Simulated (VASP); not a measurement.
Here is the system:

```xyz
1
Lattice="0.0000 2.4391 2.4391 2.4391 0.0000 2.4391 2.4391 2.4391 0.0000" Properties=species:S:1:pos:R:3 pbc="T T T"
Pb     0.0000     0.0000     0.0000
```

Level of theory: rev-vdW-DF2, VASP's PBE PAW potentials (set 64) (plane waves; VASP). Run with 520 eV cut-off, 13×13×13 Γ-centred mesh, first-order Methfessel-Paxton smearing of 0.10 eV, potentials Pb_d.

Unless said otherwise, spin-orbit coupling is left out, though it shifts the bands of the heavy elements here.

**Question.** Estimate the energy per atom (σ→0), pressure, band gap (on the k-mesh) with the smallest direct gap where there is one.

**Answer.** 
band gap (on the k-mesh): none (metal, semimetal or under 0.01 eV)
energy per atom (σ→0): -726 meV/atom
pressure: 3.35 GPa

Total energies compare only between runs with the same potentials, cut-off and functional.

The compound is Pb in the fcc structure. This cell is one point of a volume scan, at 0.94 of the reference volume.
